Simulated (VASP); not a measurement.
Here is the system:

```
CELL_PARAMETERS angstrom
      0.00000     2.73664     2.73664
      2.73664     0.00000     2.73664
      2.73664     2.73664     0.00000
ATOMIC_POSITIONS crystal
  Co 0.00000 0.00000 0.00000
  Si 0.25000 0.25000 0.25000
```
Starting moments (μB, in the order of the record's atoms Co Si): 3.0 0.0.

Method: PBEsol GGA, VASP's PBE PAW potentials (set 64) (plane waves; VASP 6.6.1). Settings: 400 eV cut-off, 10×10×10 Γ-centred mesh, first-order Methfessel-Paxton smearing of 0.10 eV, potentials Co Si.

Energy and stress use the plane-wave basis of the starting cell.

**Question.** The ions, cell shape and volume are relaxed. Give the cell that the relaxation ends in.

**Answer.** 
```
CELL_PARAMETERS angstrom
      0.00000     2.51321     2.51321
      2.51321     0.00000     2.51321
      2.51321     2.51321     0.00000
ATOMIC_POSITIONS crystal
  Co 0.00000 0.00000 0.00000
  Si 0.25000 0.25000 0.25000
```
Space group F-43m (216), at a tolerance of 0.03 Å. The cell ends with 0.00 μB, on the sites 0.00 0.00 μB.

**Question.** How do energy and volume change from the first to the last step?

**Answer.** The energy (σ→0) changes by -322.9 meV/atom and the volume by -22.5 %, in 6 ionic steps.

The structure was generated: CoSi was put into the zinc blende type (F-43m), which need not be its known phase. This run relaxes it. Symmetry was kept, so distortions that lower it aren't found.
